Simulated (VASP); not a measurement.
Here is the system:

```
Al
1.0
    0.00000     2.02500     2.02500
    2.02500     0.00000     2.02500
    2.02500     2.02500     0.00000
Al
1
Direct
  0.00000   0.00000   0.00000
```

The numbers are results of PBE GGA, VASP's PBE PAW potentials (set 64) (plane waves; VASP), not measurements. Settings: 400 eV cut-off, 14×14×14 Γ-centred mesh, second-order Methfessel-Paxton smearing of 0.30 eV, potentials Al.

### Question
Predict the energy per atom (σ→0), band gap (on the k-mesh) with the smallest direct gap where there is one.

### Answer

The band gap (on the k-mesh) is none (metal, semimetal or under 0.01 eV) and the energy per atom (σ→0) is -3737 meV/atom.

Total energies compare only between runs with the same potentials, cut-off and functional.

The compound is Al in the fcc structure. The cell was not relaxed at this level. The run is one of a series of settings (ISMEAR = 2, SIGMA = 0.3 against the base run), some of them coarse on purpose.
